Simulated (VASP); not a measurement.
**CrAu4: accuracy against cost in the PAW data sets and SCF solver**

A convergence test on CrAu4: the PAW data sets and SCF solver. The series runs use PBEsol. The PAW data sets tried: minimal 64: Cr Au; recommended 64: Cr_pv Au; recommended 54: Cr_pv Au; semicore 64: Cr_sv Au; gw 64: Cr_sv_GW Au_sv_GW. The SCF solver tried: ALGO = Normal; ALGO = Fast; ALGO = VeryFast; ALGO = All; ALGO = Damped; AMIX = 0.1, BMIX = 0.01; AMIX = 0.8; IMIX = 1, AMIX = 0.2. The start is a computed cell from the Materials Project.

Main program and level: VASP 6.6.1; PBEsol, spin-polarised from a ferromagnetic start (one magnetic atom a cell); plane waves and PAW (Cr, Au), in the first sound run; inputs show where later runs differ.

## (1) The structure

It takes space group I4/m (No. 87, tetragonal). The conventional cell has a = 6.486 Å, b = 6.486 Å, c = 4.076 Å, α = 90.00°, β = 90.00°, γ = 90.00°. Nearest to Cr lie 12 Au at 2.88 to 2.90 Å. Nearest to Au lie 9 Au at 2.86 to 2.95 Å and 3 Cr at 2.88 to 2.90 Å. Farther neighbours are not listed.

Structure file:

```cif
data_structure
_symmetry_space_group_name_H-M 'I4/m'
_symmetry_Int_Tables_number 87
_cell_length_a 6.4864
_cell_length_b 6.4864
_cell_length_c 4.0763
_cell_angle_alpha 90.000
_cell_angle_beta 90.000
_cell_angle_gamma 90.000
_cell_volume 171.50
loop_
_atom_site_label
_atom_site_type_symbol
_atom_site_symmetry_multiplicity
_atom_site_Wyckoff_symbol
_atom_site_fract_x
_atom_site_fract_y
_atom_site_fract_z
_atom_site_occupancy
Cr1 Cr 2 a 0.00000 0.00000 0.00000 1
Au1 Au 8 h 0.20320 0.39757 0.00000 1
```

## (2) PAW data sets: minimal 64: Cr Au

Data sets differ in which electrons are valence and how hard the partial waves are. PBEsol restores the gradient expansion of exchange and is tuned for the cells of solids.

Input file INCAR:

```
SYSTEM = CrAu4
PREC = Accurate
ENCUT = 400
EDIFF = 1E-06
NELM = 100
ISMEAR = -1
SIGMA = 0.05
LREAL = .FALSE.
ALGO = Normal
GGA = PS
NBANDS = 35
ISPIN = 2
MAGMOM = 3 0 0 0 0
LASPH = .TRUE.
LMAXMIX = 4
LORBIT = 11
LWAVE = .FALSE.
LCHARG = .FALSE.
KPAR = 4
ISIF = 2
```

Input file POSCAR:

```
CrAu4
1.0
   -3.2432046951      3.2432046951      2.0381584400
    3.2432046951     -3.2432046951      2.0381584400
    3.2432046951      3.2432046951     -2.0381584400
Cr Au
1 4
Direct
    0.0000000000      0.0000000000      0.0000000000
    0.6024294600      0.2031955000      0.8056249600
    0.3975705400      0.7968045000      0.1943750400
    0.2031955000      0.3975705400      0.6007660400
    0.7968045000      0.6024294600      0.3992339600
```

Input file KPOINTS:

```
Automatic mesh
0
Gamma
8 8 8
0 0 0
```

The projector-augmented-wave data sets are Cr and Au (PBE family, release 64).

On the command line:

```bash
$ mpirun -np 4 vasp_std
```

What it wrote:

```text
[banner, memory and clock lines left out]
running    4 mpi-ranks, on    1 nodes
 distrk:  each k-point on    1 cores,    4 groups
 distr:  one band on    1 cores,    1 groups

 POSCAR found type information on POSCAR CrAu
 POSCAR found :  2 types and       5 ions
|                                                                             |
|               ----> ADVICE to this user running VASP <----                  |
|                                                                             |
|     You enforced a specific xc type in the INCAR file but a different       |
|     [... a line on the potential file left out ...]
|     I HOPE YOU KNOW WHAT YOU ARE DOING!                                     |
|                                                                             |

 LDA part: xc-table for (Slater+PW92), standard interpolation
 POSCAR, INCAR and KPOINTS ok, starting setup
 FFT: planning ... GRIDC
 FFT: planning ... GRID_SOFT
 FFT: planning ... GRID
 WAVECAR not read
 entering main loop
       N       E                     dE             d eps       ncg     rms          rms(c)
DAV:   1     0.332824010026E+03    0.33282E+03   -0.19627E+04 11176   0.118E+03
DAV:   2    -0.742211059129E+01   -0.34025E+03   -0.31212E+03 11389   0.297E+02
DAV:   3    -0.275301407363E+02   -0.20108E+02   -0.18770E+02 12559   0.779E+01
DAV:   4    -0.279889867405E+02   -0.45885E+00   -0.45637E+00 12402   0.115E+01
DAV:   5    -0.279995251582E+02   -0.10538E-01   -0.10536E-01 12943   0.184E+00    0.196E+01
DAV:   6    -0.276053929539E+02    0.39413E+00   -0.14424E+01 15313   0.377E+01    0.189E+01
DAV:   7    -0.258733773987E+02    0.17320E+01   -0.74977E+00 15505   0.626E+01    0.128E+01
DAV:   8    -0.255649098617E+02    0.30847E+00   -0.77900E-01 15041   0.667E+00    0.558E+00
DAV:   9    -0.256088498206E+02   -0.43940E-01   -0.18644E-01 15220   0.383E+00    0.197E+00
DAV:  10    -0.255825114470E+02    0.26338E-01   -0.53014E-02 14474   0.250E+00    0.751E-01
DAV:  11    -0.255882053851E+02   -0.56939E-02   -0.38897E-03 15786   0.593E-01    0.500E-01
DAV:  12    -0.255909540183E+02   -0.27486E-02   -0.17664E-03 16133   0.380E-01    0.818E-02
DAV:  13    -0.255909849285E+02   -0.30910E-04   -0.10563E-04 15061   0.775E-02    0.403E-02
DAV:  14    -0.255909787447E+02    0.61839E-05   -0.10374E-05 13622   0.296E-02    0.236E-02
DAV:  15    -0.255909793047E+02   -0.56000E-06   -0.33712E-06 10280   0.160E-02
   1 F= -.25590979E+02 E0= -.25581176E+02  d E =-.196060E-01  mag=     3.7426
```

Elapsed: 1.9 min, on 4 MPI ranks of AMD EPYC 7R43, shared host; peak memory 1.5 GiB.

Lines that name or quote the potential files are left out of all logs, and their timing lines are given in words.

OUTCAR, selected parts (step 2):

```text
ion  position               nearest neighbor table
   1  0.000  0.000  0.000-   4 2.88   5 2.88   5 2.88   4 2.88   2 2.88   3 2.88   3 2.88   2 2.88
                             3 2.90   2 2.90   5 2.90   4 2.90
   2  0.602  0.203  0.806-   3 2.86   3 2.86   5 2.88   4 2.88   1 2.88   1 2.88   1 2.90   4 2.92
                             4 2.92   5 2.92   5 2.92   3 2.95
   3  0.398  0.797  0.194-   2 2.86   2 2.86   4 2.88   5 2.88   1 2.88   1 2.88   1 2.90   5 2.92
                             5 2.92   4 2.92   4 2.92   2 2.95
   4  0.203  0.398  0.601-   5 2.86   5 2.86   3 2.88   2 2.88   1 2.88   1 2.88   1 2.90   2 2.92
                             2 2.92   3 2.92   3 2.92   5 2.95
   5  0.797  0.602  0.399-   4 2.86   4 2.86   2 2.88   3 2.88   1 2.88   1 2.88   1 2.90   3 2.92
                             3 2.92   2 2.92   2 2.92   4 2.95

  LATTYP: Found a body centered tetragonal cell.
 ALAT       =     6.4864093902
 C/A-ratio  =     0.6284396551

 Subroutine GETGRP returns: Found  8 space group operations
 (whereof  8 operations were pure point group operations)

The static configuration has the point symmetry C_4h.

 Found     78 irreducible k-points:

   k-points           NKPTS =     78   k-points in BZ     NKDIM =     78   number of bands    NBANDS=     35

   dimension x,y,z NGX =    36 NGY =   36 NGZ =   36
   dimension x,y,z NGXF=    72 NGYF=   72 NGZF=   72

   ENCUT  =  400.0 eV  29.40 Ry    5.42 a.u.   8.18  8.18  8.18*2*pi/ulx,y,z

   NELECT =      50.0000    total number of electrons

 k-points in reciprocal lattice and weights: Automatic mesh
   0.00000000  0.00000000  0.00000000       0.002
   0.12500000  0.00000000 -0.00000000       0.016
   0.25000000  0.00000000 -0.00000000       0.016
   0.37500000  0.00000000  0.00000000       0.016
   0.50000000  0.00000000 -0.00000000       0.008
   0.12500000  0.12500000 -0.00000000       0.016
   0.25000000  0.12500000 -0.00000000       0.016
  -0.12500000 -0.25000000  0.00000000       0.016
   0.37500000  0.12500000 -0.00000000       0.016
[...]
-0.37500000 -0.37500000  0.37500000       0.004
   0.50000000  0.50000000  0.50000000       0.002

 average (electrostatic) potential at core
       1 -39.6870       2 -65.2124       3 -65.2124       4 -65.2124       5 -65.2124

 E-fermi :   8.1793

 spin component 1
 k-point     1 :       0.0000    0.0000    0.0000
  band No.  band energies     occupation
    ...
     22       6.1633      1.00000
     23       7.1132      1.00000
     24       7.4164      1.00000
     25       7.7661      0.99974
     26       7.7661      0.99974
     27      10.0993      0.00000
     28      10.0993      0.00000
     29      10.3206      0.00000
     30      11.1103      0.00000
     31      15.1723      0.00000
    ...

 k-point     2 :       0.1250    0.0000   -0.0000
  band No.  band energies     occupation
    ...
     22       6.3335      1.00000
     23       7.1562      1.00000
     24       7.4892      1.00000
     25       7.6489      0.99998
     26       7.6612      0.99997
     27       9.6829      0.00000
     28       9.8374      0.00000
     29      11.2038      0.00000
     30      11.8395      0.00000
     31      13.0091      0.00000
    ...

 k-point     3 :       0.2500    0.0000   -0.0000
  band No.  band energies     occupation
    ...
     22       6.5987      1.00000
     23       7.0244      1.00000
     24       7.3615      1.00000
     25       7.5560      1.00000
     26       7.6060      0.99999
     27       9.3412      0.00000
     28       9.4973      0.00000
     29      10.4370      0.00000
     30      11.5913      0.00000
     31      12.5084      0.00000
    ...

 k-point     4 :       0.3750    0.0000    0.0000
  band No.  band energies     occupation
    ...
     22       6.5489      1.00000
     23       6.7823      1.00000
     24       7.0907      1.00000
     25       7.5861      0.99999
     26       7.6060      0.99999
     27       8.4885      0.00206
     28       8.6842      0.00004
     29       9.6054      0.00000
     30      10.6580      0.00000
     31      11.8712      0.00000
    ...

 k-point     5 :       0.5000    0.0000   -0.0000
  band No.  band energies     occupation
    ...
     24       7.2990      1.00000
     25       7.5378      1.00000
     26       7.5720      0.99999
     27       7.7575      0.99978
     28       8.0513      0.92818
     29       9.7889      0.00000
     30      10.3014      0.00000
     31      11.6895      0.00000
     32      13.7767      0.00000
     33      14.1597      0.00000
    ...

 k-point     6 :       0.1250    0.1250   -0.0000
  band No.  band energies     occupation
    ...
     22       6.6155      1.00000
     23       7.1095      1.00000
     24       7.3787      1.00000
     25       7.5235      1.00000
     26       7.5964      0.99999
     27       9.3851      0.00000
     28      10.8508      0.00000
     29      10.8742      0.00000
     30      11.1127      0.00000
     31      11.7086      0.00000
    ...

  Total       -3.1920007     -3.1920007     -3.3078234      0.0000000     -0.0000000      0.0000000
  in kB      -59.6385271    -59.6385271    -61.8025280      0.0000002     -0.0000000      0.0000000
  external PRESSURE =     -60.3598607 kB  Pullay stress =       0.0000000 kB

  energy-cutoff  :      400.00
  volume of cell :       85.75
      direct lattice vectors                 reciprocal lattice vectors
    -3.243204695  3.243204695  2.038158440     0.000000000  0.154168499  0.245319495
     3.243204695 -3.243204695  2.038158440     0.154168499  0.000000000  0.245319495
     3.243204695  3.243204695 -2.038158440     0.154168499  0.154168499  0.000000000

 POSITION                                       TOTAL-FORCE (eV/Angst)
 -----------------------------------------------------------------------------------
      0.00000      0.00000      0.00000        -0.000000     -0.000000      0.000000
      1.31801      3.90760      0.00000        -0.000056     -0.007097      0.000000
      1.92520     -0.66440      2.03816         0.000056      0.007097      0.000000
      2.57881      1.31801     -0.00000         0.007097     -0.000056     -0.000000
      0.66440      1.92520      2.03816        -0.007097      0.000056      0.000000
 -----------------------------------------------------------------------------------
    total drift:                               -0.000000      0.000000      0.000000

  FREE ENERGIE OF THE ION-ELECTRON SYSTEM (eV)
  ---------------------------------------------------
  free  energy   TOTEN  =       -25.5909793047 eV

  energy  without entropy=      -25.5713733328  energy(sigma->0) =      -25.58117632

 total charge
# of ion       s       p       d       tot
------------------------------------------
    1        0.310   0.343   4.215   4.869
    2        0.577   0.365   8.708   9.649
    3        0.577   0.365   8.708   9.649
    4        0.577   0.365   8.708   9.649
    5        0.577   0.365   8.708   9.649
--------------------------------------------------
tot          2.618   1.801  39.045  43.465

 magnetization (x)
# of ion       s       p       d       tot
------------------------------------------
    1        0.035   0.026   3.490   3.551
    2       -0.022  -0.001   0.028   0.005
    3       -0.022  -0.001   0.028   0.005
    4       -0.022  -0.001   0.028   0.005
    5       -0.022  -0.001   0.028   0.005
--------------------------------------------------
tot         -0.054   0.024   3.601   3.570

[... 6 further parts left out ...]
```

The cell holds one magnetic atom, so no antiferromagnetic order fits into it. The PAW data sets were made with PBE, which is usual practice but a small mismatch for other functionals. The data set Cr keeps the semicore shell frozen, which is cheaper and a little less accurate.

Numbers from this step:

```yaml
scf_cycles: 15
electrons: 50
bands: 35
irreducible_k_points: 78
symmetry_operations: 8
free_energy_toten: -25.59 eV
energy_at_zero_smearing: -25.58 eV
fermi_energy: 8.179 eV
pressure: -6.036 GPa
moment_of_the_cell_from_the_last_line_of_the_log: 3.743 μB
metallic: yes
```

Spin moment in the PAW sphere by atom:

| atom | spin moment in the PAW sphere (μB) |
| --- | --- |
| Cr1 | 3.55 |
| Au2 | 0.01 |
| Au3 | 0.01 |
| Au4 | 0.01 |
| Au5 | 0.01 |

The series starts at -5.1162 eV an atom and -6.04 GPa, after 15 cycles in 1.9 min.

## (3) PAW data sets: recommended 64: Cr pv Au

This step: PBEsol, spin-polarised from a ferromagnetic start (one magnetic atom a cell); plane waves and PAW (Cr_pv, Au) (VASP 6.6.1).

Changes to INCAR since step 2:

```diff
@@ -10,3 +10,3 @@
 GGA = PS
-NBANDS = 35
+NBANDS = 39
 ISPIN = 2
```

POSCAR is that of step 2.

KPOINTS is that of step 2.

PAW data sets: Cr_pv and Au (PBE family, release 64).

On the command line:

```bash
$ mpirun -np 4 vasp_std
```

What it wrote:

```text
[banner, memory and clock lines left out]
running    4 mpi-ranks, on    1 nodes
[...]
[... a notice as in an earlier step ...]

 LDA part: xc-table for (Slater+PW92), standard interpolation
 POSCAR, INCAR and KPOINTS ok, starting setup
[...]
entering main loop
       N       E                     dE             d eps       ncg     rms          rms(c)
DAV:   1     0.377608165340E+03    0.37761E+03   -0.24518E+04 12984   0.117E+03
DAV:   2    -0.144617757574E+02   -0.39207E+03   -0.37209E+03 12943   0.321E+02
DAV:   3    -0.277981846120E+02   -0.13336E+02   -0.13097E+02 13939   0.649E+01
DAV:   4    -0.279675406647E+02   -0.16936E+00   -0.16889E+00 14595   0.726E+00
[...]
DAV:  13    -0.256051486158E+02   -0.31767E-04   -0.14111E-04 13687   0.699E-02    0.315E-02
DAV:  14    -0.256051554693E+02   -0.68535E-05   -0.50072E-06 12032   0.136E-02    0.157E-02
DAV:  15    -0.256051550239E+02    0.44536E-06   -0.35603E-06 10118   0.893E-03
   1 F= -.25605155E+02 E0= -.25595331E+02  d E =-.196483E-01  mag=     3.7328
```

Elapsed: 1.7 min, on 4 MPI ranks; peak memory 1.6 GiB.

Parts of OUTCAR (step 3):

```text
  Total       -3.2894990     -3.2894990     -3.4038752      0.0000000      0.0000000      0.0000000
  in kB      -61.4601603    -61.4601603    -63.5971367      0.0000003      0.0000000      0.0000000
  external PRESSURE =     -62.1724858 kB  Pullay stress =       0.0000000 kB

 POSITION                                       TOTAL-FORCE (eV/Angst)
 -----------------------------------------------------------------------------------
      0.00000      0.00000      0.00000         0.000000      0.000000     -0.000000
      1.31801      3.90760      0.00000         0.001008     -0.006119     -0.000000
      1.92520     -0.66440      2.03816        -0.001008      0.006119     -0.000000
      2.57881      1.31801     -0.00000         0.006119      0.001008      0.000000
      0.66440      1.92520      2.03816        -0.006119     -0.001008     -0.000000
 -----------------------------------------------------------------------------------
    total drift:                               -0.000000      0.000000      0.000000

  FREE ENERGIE OF THE ION-ELECTRON SYSTEM (eV)
  ---------------------------------------------------
  free  energy   TOTEN  =       -25.6051550239 eV

  energy  without entropy=      -25.5855067542  energy(sigma->0) =      -25.59533089

 magnetization (x)
# of ion       s       p       d       tot
------------------------------------------
    1        0.028   0.022   3.425   3.475
    2       -0.022  -0.001   0.028   0.005
    3       -0.022  -0.001   0.028   0.005
    4       -0.022  -0.001   0.028   0.005
    5       -0.022  -0.001   0.028   0.005
--------------------------------------------------
tot         -0.061   0.019   3.536   3.494

[... 1 part as in an earlier step ...]

[... 2 further parts left out ...]
[key lines of the parts left out:]
E-fermi :   8.6377
```

With 56 valence electrons the pressure is -6.22 GPa, -0.18 GPa from the first of the series, after 15 cycles in 1.7 min.

## (4) PAW data sets: recommended 54: Cr pv Au

INCAR is that of step 3.

POSCAR is that of step 3.

KPOINTS is that of step 3.

Potentials, in the order of the species: Cr_pv and Au (PBE family, release 54).

On the command line:

```bash
$ mpirun -np 4 vasp_std
```

What it wrote:

```text
[... set-up lines as in an earlier step ...]
 entering main loop
       N       E                     dE             d eps       ncg     rms          rms(c)
[... 15 cycles as in an earlier step ...]
   1 F= -.25605155E+02 E0= -.25595331E+02  d E =-.196483E-01  mag=     3.7328
```

Elapsed: 1.7 min, on 4 MPI ranks; peak memory 1.5 GiB; 6.7 min of CPU time.

OUTCAR, selected parts (step 4):

```text
[... 7 parts as in an earlier step ...]

[... 1 further part left out ...]
[key lines of the parts left out:]
E-fermi :   8.6377
```

With 56 valence electrons the pressure is -6.22 GPa, -0.18 GPa from the first of the series, after 15 cycles in 1.7 min.

## (5) PAW data sets: semicore 64: Cr sv Au

This step: PBEsol, spin-polarised from a ferromagnetic start (one magnetic atom a cell); plane waves and PAW (Cr_sv, Au) (VASP 6.6.1).

Changes to INCAR since step 4:

```diff
@@ -2,3 +2,3 @@
 PREC = Accurate
-ENCUT = 400
+ENCUT = 520
 EDIFF = 1E-06
@@ -10,3 +10,3 @@
 GGA = PS
-NBANDS = 39
+NBANDS = 40
 ISPIN = 2
```

POSCAR is that of step 4.

KPOINTS is that of step 4.

The projector-augmented-wave data sets are Cr_sv and Au (PBE family, release 64).

On the command line:

```bash
$ mpirun -np 4 vasp_std
```

What it wrote:

```text
[... set-up lines as in an earlier step ...]
 entering main loop
       N       E                     dE             d eps       ncg     rms          rms(c)
DAV:   1     0.490229550715E+03    0.49023E+03   -0.29780E+04 17296   0.160E+03
DAV:   2    -0.320314892490E+01   -0.49343E+03   -0.47461E+03 12496   0.441E+02
DAV:   3    -0.267084429547E+02   -0.23505E+02   -0.22426E+02 16904   0.105E+02
DAV:   4    -0.279320079255E+02   -0.12236E+01   -0.12122E+01 20184   0.210E+01
[...]
DAV:  13    -0.256633164988E+02   -0.39082E-04   -0.15165E-04 18112   0.843E-02    0.492E-02
DAV:  14    -0.256633183725E+02   -0.18737E-05   -0.85693E-06 15400   0.358E-02    0.136E-02
DAV:  15    -0.256633192621E+02   -0.88956E-06   -0.27227E-06 11824   0.183E-02
   1 F= -.25663319E+02 E0= -.25653467E+02  d E =-.197052E-01  mag=     3.7242
```

Run time: 2.8 min. Hardware: 4 MPI ranks; peak memory 2 GiB; 11 min of CPU time.

From OUTCAR (step 5):

```text
  Total       -3.4445257     -3.4445257     -3.5600434      0.0000000      0.0000000      0.0000000
  in kB      -64.3566399    -64.3566399    -66.5149422      0.0000003      0.0000000      0.0000000
  external PRESSURE =     -65.0760740 kB  Pullay stress =       0.0000000 kB

 POSITION                                       TOTAL-FORCE (eV/Angst)
 -----------------------------------------------------------------------------------
      0.00000      0.00000      0.00000        -0.000000      0.000000     -0.000000
      1.31801      3.90760      0.00000         0.005462     -0.004363     -0.000000
      1.92520     -0.66440      2.03816        -0.005462      0.004363      0.000000
      2.57881      1.31801     -0.00000         0.004363      0.005462      0.000000
      0.66440      1.92520      2.03816        -0.004363     -0.005462     -0.000000
 -----------------------------------------------------------------------------------
    total drift:                                0.000000     -0.000000      0.000000

  FREE ENERGIE OF THE ION-ELECTRON SYSTEM (eV)
  ---------------------------------------------------
  free  energy   TOTEN  =       -25.6633192621 eV

  energy  without entropy=      -25.6436140361  energy(sigma->0) =      -25.65346665

 magnetization (x)
# of ion       s       p       d       tot
------------------------------------------
    1        0.016   0.010   3.139   3.165
    2       -0.022  -0.001   0.028   0.005
    3       -0.022  -0.001   0.028   0.005
    4       -0.022  -0.001   0.028   0.005
    5       -0.022  -0.001   0.028   0.005
--------------------------------------------------
tot         -0.073   0.007   3.250   3.185

[... 3 further parts left out ...]
[key lines of the parts left out:]
E-fermi :   9.0539
```

With 58 valence electrons the pressure is -6.51 GPa, -0.47 GPa from the first of the series, after 15 cycles in 2.8 min.

(Continued in part 2 of 3.)

[Lines on the potential files, build, host, timing and source positions are cut from VASP's logs without a mark.]

[Logs are printed without paths, hosts, clocks, repeated set-up lines and the standing remarks that a program may print on its own settings, such as how far it seeks lower states.]

[Hosts, paths, dates, database ids (printed as entryN), source tags and the programs' standing remarks are cut or masked in the printed files.]

[A measured line is paired with the nearest computed mode of its activity, which favours agreement.]
